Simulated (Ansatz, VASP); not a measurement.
# CuS in two plane-wave programs, part 2 of 2

One calculation is typed for both programs; each brings its own data sets. How far apart do they land? Of the first pair: The cell is taken from a series of runs on this material, whose earlier steps may have relaxed, scaled, displaced or heated it; both programs get it as it stands.

VASP 6.6.1 and Ansatz 0.2.0.

So far: Set-up; VASP: relaxation of cell and atoms, LDA, pair 1; Ansatz: relaxation of cell and atoms, LDA, pair 1; Comparison.

## (5) Ansatz: relaxation of cell and atoms, LDA, pair 2

Level of this step: Ansatz beside VASP: Kohn-Sham DFT, plane waves, LDA (Ansatz).

The relaxed volume is the usual yardstick between codes: in a stiff, nearly cubic crystal its relative difference is about their pressure difference at one cell divided by the bulk modulus. Its start cell is another than that of the pair before, and may be another structure of the material.

The two relaxations start from unlike cells of this crystal, so only their ends are compared.

Input file input.yaml:

```yaml
crystal:
  lattice:
    - [-2.58003011, 0.0, 2.58003011]
    - [0.0, 2.58003011, 2.58003011]
    - [-2.58003011, 2.58003011, 0.0]
  atoms:
    - { symbol: Cu, position: [0.25, 0.25, 0.25] }
    - { symbol: S, position: [0.0, 0.0, 0.0] }
kpoints:
  mp_grid: { grid: [12, 12, 12] }
hamiltonian:
  xc: lda
scf:
  occupations: { method: gaussian, width: 0.1 }
output:
  forces: true
  stress: true
  eigenvalues: true
  write_density: true
  write_potential: true
  elf: true
  volumetric_format: npy
relax:
  adjacent_minimum: "off"
  f_tol: 0.005
  max_steps: 80
  cell: { stress_tol: 0.05 }
```

Run with:

```console
$ ansatz run input.yaml --threads 2 --pin off --max-ram 5120MiB --backend cpu --events-out ev --progress --plain --runs-dir out
```

Numbers of over 12 decimals in the logs are rounded to 6 here.

The log of the run:

```text
[...]
Crystal: 2 atoms, lattice volume = 34.348 Å³
Basis set: ecut = 420 eV, 645 PW (Γ)
Bands: 17, of which v1, the nominal top of the filled ones, is band 13 counted from 1 (12 counted from 0)
Symmetry: 24 space group operations
[...]
k-points: 72 of 1728 (time reversal used)
[...]
k-point 71: bands = [... 9 lower, 6.2188, 6.4200, 6.7448, 7.6949, 15.4346, 16.9011, 17.7868, 18.0515]
--- Relaxed structure (4 steps of the walk, 4 accepted, 1 SCFs on fresh bases) ---
[...]
cell:  # Å, volume = 32.5509 Å³
    - [-2.534219, 0, 2.534219]
    - [0, 2.534219, 2.534219]
    - [-2.534219, 2.534219, 0]
  atoms:
    - { symbol: Cu, position: [0.250000, 0.250000, 0.25] }
    - { symbol: S, position: [0, 0, 0] }
[key lines of the parts left out:]
SCF converged after 5 iterations
Free energy (F): -7425.721897 eV
Fermi energy:    9.034949 eV
P = ⅓ Tr σ = -0.0042 GPa (-0.042 kbar)
```

## (6) VASP: relaxation of cell and atoms, LDA, pair 2

Its own start cell and the same functional (in two slightly different forms), mesh and smearing now go to VASP, with its own data sets.

Input file INCAR:

```
SYSTEM = CuS
PREC = Accurate
ENCUT = 600
EDIFF = 1E-07
NELM = 120
ISMEAR = 0
SIGMA = 0.1
LREAL = .FALSE.
ALGO = Normal
GGA = PW92
NBANDS = 14
LASPH = .TRUE.
LORBIT = 11
LWAVE = .FALSE.
LCHARG = .FALSE.
ISIF = 3
IBRION = 2
NSW = 80
EDIFFG = -0.005
GGA_COMPAT = .FALSE.
NELMIN = 4
```

Input file POSCAR:

```
CuS
1.0
   -2.5360035353      0.0000000000      2.5360035353
    0.0000000000      2.5360035353      2.5360035353
   -2.5360035353      2.5360035353      0.0000000000
Cu S
1 1
Direct
    0.2500000000      0.2500000000      0.2500000000
    0.0000000000      0.0000000000      0.0000000000
```

Input file KPOINTS:

```
Automatic mesh
0
Gamma
12 12 12
0 0 0
```

Potentials, in the order of the species: Cu and S (LDA family, release 64).

Run with:

```console
$ mpirun -np 1 vasp_std
```

The log of the run:

```text
[banner, memory and clock lines left out]
running    1 mpi-ranks, on    1 nodes
[...]
[... a notice as in an earlier step ...]

 LDA part: xc-table for (Slater(with rela. corr.)+PW92), standard interpolation
 POSCAR, INCAR and KPOINTS ok, starting setup
[...]
entering main loop
       N       E                     dE             d eps       ncg     rms          rms(c)
DAV:   1     0.936592946319E+02    0.93659E+02   -0.82373E+03  2032   0.170E+03
DAV:   2    -0.391068542693E+01   -0.97570E+02   -0.88547E+02  2106   0.289E+02
DAV:   3    -0.115174837579E+02   -0.76068E+01   -0.72624E+01  2656   0.805E+01
DAV:   4    -0.117293567843E+02   -0.21187E+00   -0.21139E+00  2306   0.122E+01
[...]
DAV:  17    -0.985629339525E+01    0.16277E-05   -0.45716E-06  3156   0.548E-02    0.180E-02
DAV:  18    -0.985629353507E+01   -0.13983E-06   -0.97059E-07  3112   0.149E-02    0.124E-02
DAV:  19    -0.985629346331E+01    0.71761E-07   -0.26390E-08  1230   0.167E-03
   1 F= -.98562935E+01 E0= -.98528696E+01  d E =-.985629E+01
[...]
DAV:   5    -0.985628586218E+01    0.61163E-06   -0.12123E-06  3084   0.227E-02    0.450E-03
DAV:   6    -0.985628560324E+01    0.25894E-06   -0.20769E-07  1432   0.129E-02    0.391E-04
DAV:   7    -0.985628561196E+01   -0.87191E-08   -0.94381E-08  1164   0.357E-03
   2 F= -.98562856E+01 E0= -.98528665E+01  d E =0.785135E-05
 trial-energy change:    0.000008  1 .order    0.000002   -0.000010    0.000013
 step:   0.4219(harm=  0.4219)  dis= 0.00000  next Energy=    -9.856296 (dE=-0.205E-05)
[...]
N       E                     dE             d eps       ncg     rms          rms(c)
DAV:   1    -0.985635421799E+01   -0.68615E-04   -0.86627E-04  2058   0.862E-01    0.648E-02
DAV:   2    -0.985633356649E+01    0.20651E-04   -0.58463E-04  2334   0.942E-01    0.394E-02
DAV:   3    -0.985629448606E+01    0.39080E-04   -0.15769E-04  2346   0.499E-01    0.128E-02
DAV:   4    -0.985629224085E+01    0.22452E-05   -0.75763E-06  2702   0.461E-02    0.531E-03
DAV:   5    -0.985629202937E+01    0.21148E-06   -0.36687E-07  2322   0.132E-02    0.234E-03
DAV:   6    -0.985629195038E+01    0.78991E-07   -0.10388E-07  1152   0.685E-03
   3 F= -.98562920E+01 E0= -.98528700E+01  d E =0.151293E-05
[...]
reached required accuracy - stopping structural energy minimisation
```

OUTCAR, selected parts (step 6):

```text
  Total        0.0079454      0.0079454      0.0079454      0.0000000     -0.0000000     -0.0000000
  in kB        0.3903900      0.3903900      0.3903900      0.0000000     -0.0000000     -0.0000000
  external PRESSURE =       0.3903900 kB  Pullay stress =       0.0000000 kB

 POSITION                                       TOTAL-FORCE (eV/Angst)
 -----------------------------------------------------------------------------------
     -1.26785      1.26785      1.26785        -0.000000      0.000000      0.000000
     -0.00000      0.00000      0.00000         0.000000     -0.000000     -0.000000
 -----------------------------------------------------------------------------------
    total drift:                               -0.000001      0.000001      0.000000

  FREE ENERGIE OF THE ION-ELECTRON SYSTEM (eV)
  ---------------------------------------------------
  free  energy   TOTEN  =        -9.8562919504 eV

  energy  without entropy=       -9.8494480076  energy(sigma->0) =       -9.85286998

[... 2 parts as in an earlier step ...]

[... 2 further parts left out ...]
[key lines of the parts left out:]
E-fermi :   5.0146
```

## (7) Side by side

What differs besides the data sets and the points named for the pairs above, as far as they apply: the data sets hold 25 valence electrons in Ansatz (on its default PAW (the set named soft_2) files) and 17 in VASP. Total energies have different zeros and are not compared.

Compared:

| quantity | Ansatz | VASP | difference |
| --- | --- | --- | --- |
| volume (Å³) | 32.55 | 32.61 | -0.18 % |
| edge a after relaxation, in the typed setting (Å) | 3.584 | 3.586 | -0.06 % |

## (8) Summary of results

| Quantity | Value |
| --- | --- |
| difference in volume (relaxation of cell and atoms, LDA, pair 1) | -0.22 % |
| difference in volume (relaxation of cell and atoms, LDA, pair 2) | -0.18 % |

What this shows: The difference in volume is -0.22 % (relaxation of cell and atoms, LDA, pair 1), within the 1.2 % picked in this series as the mark of a large difference, as far as the stopping tolerances let one tell. The data sets hold unlike numbers of valence electrons (25 in Ansatz and 17 in VASP), so part of the differences may come from the potentials. How closely two codes agree says nothing of how well the functional describes the real material.

[Lines on the potential files, build, host, timing and source positions are cut from VASP's logs without a mark.]

[Logs are printed without paths, hosts, clocks, repeated set-up lines and the standing remarks that a program may print on its own settings, such as how far it seeks lower states.]

[Hosts, paths, dates, database ids (printed as entryN), source tags and the programs' standing remarks are cut or masked in the printed files.]
